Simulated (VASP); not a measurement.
Computed with PBE GGA + U (Dudarev), VASP's PBE PAW potentials (set 64) (plane waves; VASP).

Input for VASP

File KPOINTS:
```
Automatic mesh
0
Gamma
7 7 7
0 0 0
```

POSCAR:
```
Pt3Ti
1
    3.9984000000     0.0000000000     0.0000000000
    0.0000000000     3.9984000000     0.0000000000
    0.0000000000     0.0000000000     3.9984000000
Ti Pt
1 3
Direct
  0.0000000000   0.0000000000   0.0000000000
  0.0000000000   0.5000000000   0.5000000000
  0.5000000000   0.0000000000   0.5000000000
  0.5000000000   0.5000000000   0.0000000000
```

INCAR:
```
SYSTEM = Pt3Ti
PREC = Accurate
ENCUT = 400
EDIFF = 1E-6
NELM = 100
ALGO = Normal
LREAL = .FALSE.
LASPH = .TRUE.
ISMEAR = 1
SIGMA = 0.1
GGA = PE
LMAXMIX = 6
LWAVE = .FALSE.
LCHARG = .FALSE.
ISIF = 2
LDAU = .TRUE.
LDAUTYPE = 2
LDAUL = 2 -1
LDAUU = 4.0 0
LDAUJ = 0 0
LDAUPRINT = 1
LORBIT = 10
```

POTCAR, in this order: Ti_sv Pt (PBE.64 set). Program: vasp_std.

Output

### OUTCAR
```
 ion  position               nearest neighbor table
   1  0.000  0.000  0.000-   2 2.83   3 2.83   4 2.83   2 2.83   3 2.83   2 2.83   4 2.83   2 2.83
                             3 2.83   4 2.83   3 2.83   4 2.83
   2  0.000  0.500  0.500-   1 2.83   3 2.83   4 2.83   1 2.83   4 2.83   1 2.83   3 2.83   1 2.83
                             3 2.83   4 2.83   4 2.83   3 2.83
   3  0.500  0.000  0.500-   1 2.83   2 2.83   4 2.83   1 2.83   4 2.83   2 2.83   4 2.83   4 2.83
                             1 2.83   2 2.83   1 2.83   2 2.83
   4  0.500  0.500  0.000-   1 2.83   2 2.83   3 2.83   2 2.83   3 2.83   1 2.83   3 2.83   3 2.83
                             1 2.83   2 2.83   2 2.83   1 2.83
  LATTYP: Found a simple cubic cell.
 ALAT       =     3.9984000000
 Subroutine PRICEL returns:
 Original cell was already a primitive cell.
 Subroutine GETGRP returns: Found 48 space group operations
The static configuration has the point symmetry O_h .
The dynamic configuration has the point symmetry O_h .
 Subroutine INISYM returns: Found 48 space group operations
 Subroutine IBZKPT returns following result:
 Found     20 irreducible k-points:

 Following reciprocal coordinates:
            Coordinates               Weight
  0.000000  0.000000  0.000000      1.000000
  0.142857  0.000000  0.000000      6.000000
  0.285714  0.000000  0.000000      6.000000
  0.428571  0.000000  0.000000      6.000000
  0.142857  0.142857  0.000000     12.000000
  0.285714  0.142857  0.000000     24.000000
  0.428571  0.142857  0.000000     24.000000
  0.285714  0.285714  0.000000     12.000000
  0.428571  0.285714  0.000000     24.000000
  0.428571  0.428571  0.000000     12.000000
  0.142857  0.142857  0.142857      8.000000
  0.285714  0.142857  0.142857     24.000000
  0.428571  0.142857  0.142857     24.000000
  0.285714  0.285714  0.142857     24.000000
  0.428571  0.285714  0.142857     48.000000
  0.428571  0.428571  0.142857     24.000000
  0.285714  0.285714  0.285714      8.000000
  0.428571  0.285714  0.285714     24.000000
  0.428571  0.428571  0.285714     24.000000
  0.428571  0.428571  0.428571      8.000000
   k-points           NKPTS =     20   k-points in BZ     NKDIM =     20   number of bands    NBANDS=     25
   number of dos      NEDOS =    301   number of ions     NIONS =      4
   total plane-waves  NPLWV =  21952
   dimension x,y,z NGX =    28 NGY =   28 NGZ =   28
   dimension x,y,z NGXF=    56 NGYF=   56 NGZF=   56
   ions per type =               1   3
   PREC   = accura    normal or accurate (medium, high low for compatibility)
   ISTART =      0    job   : 0-new  1-cont  2-samecut
   ICHARG =      2    charge: 1-file 2-atom 10-const
   ISPIN  =      1    spin polarized calculation?
   LNONCOLLINEAR =      F non collinear calculations
   LSORBIT =      F    spin-orbit coupling
   INIWAV =      1    electr: 0-lowe 1-rand  2-diag
   ENCUT  =  400.0 eV  29.40 Ry    5.42 a.u.   6.52  6.52  6.52*2*pi/ulx,y,z
   NELM   =    100;   NELMIN=  2; NELMDL= -5     # of ELM steps
   EDIFF  = 0.1E-05   stopping-criterion for ELM
   LREAL  =      F    real-space projection
   NLSPLINE    = F    spline interpolate recip. space projectors
   LMAXMIX     =    6 max onsite mixed and CHGCAR
   VOSKOWN=      0    Vosko Wilk Nusair interpolation
   EDIFFG = 0.1E-04   stopping-criterion for IOM
   NSW    =      0    number of steps for IOM
   NBLOCK =      1;   KBLOCK =      1    inner block; outer block
   IBRION =     -1    ionic relax: 0-MD 1-quasi-New 2-CG
   NFREE  =      0    steps in history (QN), initial steepest desc. (CG)
   ISIF   =      2    stress and relaxation
   ISYM   =      2    0-nonsym 1-usesym 2-fastsym
   TEIN   =    0.0    initial temperature
   TEBEG  =    0.0;   TEEND  =   0.0 temperature during run
   SMASS  =  -3.00    Nose mass-parameter (am)
   PSTRESS=    0.0 pullay stress
   NELECT =      42.0000    total number of electrons
   EFERMI =   0.00;   METHOD = LEGACY
...
```

OSZICAR:
```
       N       E                     dE             d eps       ncg     rms          rms(c)
DAV:   1     0.337354999971E+03    0.33735E+03   -0.17970E+04  1000   0.148E+03
DAV:   2    -0.208013796428E+01   -0.33944E+03   -0.33255E+03  1065   0.398E+02
DAV:   3    -0.302089313648E+02   -0.28129E+02   -0.26784E+02  1487   0.102E+02
DAV:   4    -0.309281341038E+02   -0.71920E+00   -0.71676E+00  1175   0.174E+01
DAV:   5    -0.309536719229E+02   -0.25538E-01   -0.25522E-01  1434   0.303E+00    0.191E+01
DAV:   6    -0.279468659996E+02    0.30068E+01   -0.26357E+01  1418   0.369E+01    0.131E+01
DAV:   7    -0.276060759081E+02    0.34079E+00   -0.28897E+01  1446   0.326E+01    0.867E+00
DAV:   8    -0.267704336805E+02    0.83564E+00   -0.23862E+00  1419   0.116E+01    0.344E+00
DAV:   9    -0.268101158389E+02   -0.39682E-01   -0.17056E+00  1491   0.668E+00    0.295E+00
DAV:  10    -0.267219934296E+02    0.88122E-01   -0.77845E-01  1507   0.569E+00    0.434E-01
DAV:  11    -0.267224794634E+02   -0.48603E-03   -0.35896E-02  1441   0.120E+00    0.335E-01
DAV:  12    -0.267214327964E+02    0.10467E-02   -0.58093E-03  1418   0.436E-01    0.464E-02
DAV:  13    -0.267215008746E+02   -0.68078E-04   -0.19573E-04  1335   0.933E-02    0.662E-02
DAV:  14    -0.267214446156E+02    0.56259E-04   -0.25413E-04  1551   0.102E-01    0.828E-03
DAV:  15    -0.267214448160E+02   -0.20038E-06   -0.36474E-06  1035   0.138E-02
   1 F= -.26721445E+02 E0= -.26721891E+02  d E =0.133963E-02
```

File OUTCAR:
```
------------------------ aborting loop because EDIFF is reached ----------------------------------------
  FORCE on cell =-STRESS in cart. coord.  units (eV):
  Direction    XX          YY          ZZ          XY          YZ          ZX
  --------------------------------------------------------------------------------------
  Total       -2.3024267     -2.3024267     -2.3024267      0.0000000      0.0000000      0.0000000
  in kB      -57.7082201    -57.7082201    -57.7082201      0.0000000      0.0000000      0.0000000
  external PRESSURE =     -57.7082201 kB  Pullay stress =       0.0000000 kB
  volume of cell :       63.92
      direct lattice vectors                 reciprocal lattice vectors
     3.998400000  0.000000000  0.000000000     0.250100040  0.000000000  0.000000000
     0.000000000  3.998400000  0.000000000     0.000000000  0.250100040  0.000000000
     0.000000000  0.000000000  3.998400000     0.000000000  0.000000000  0.250100040
 POSITION                                       TOTAL-FORCE (eV/Angst)
 -----------------------------------------------------------------------------------
      0.00000      0.00000      0.00000         0.000000      0.000000      0.000000
      0.00000      1.99920      1.99920         0.000000      0.000000      0.000000
      1.99920      0.00000      1.99920         0.000000      0.000000      0.000000
      1.99920      1.99920      0.00000         0.000000      0.000000      0.000000
 -----------------------------------------------------------------------------------
    total drift:                                0.000000      0.000000      0.000000
  FREE ENERGIE OF THE ION-ELECTRON SYSTEM (eV)
  ---------------------------------------------------
  free  energy   TOTEN  =       -26.7214448160 eV

  energy  without entropy=      -26.7227844510  energy(sigma->0) =      -26.72189136

 total charge

# of ion       s       p       d       tot
------------------------------------------
    1        2.213   6.150   1.569   9.932
    2        0.663   0.596   8.039   9.299
    3        0.663   0.596   8.039   9.299
    4        0.663   0.596   8.039   9.299
--------------------------------------------------
tot          4.203   7.939  25.687  37.830
```
(Selected blocks of OUTCAR.)

The compound is Pt3Ti in the L1_2 structure. The cell was not relaxed at this level. The run is one of a series of settings (LDAU = .TRUE., LDAUJ = 0 0, LDAUL = 2 -1, LDAUTYPE = 2, LDAUU = 4.0 0 against the base run), some of them coarse on purpose.
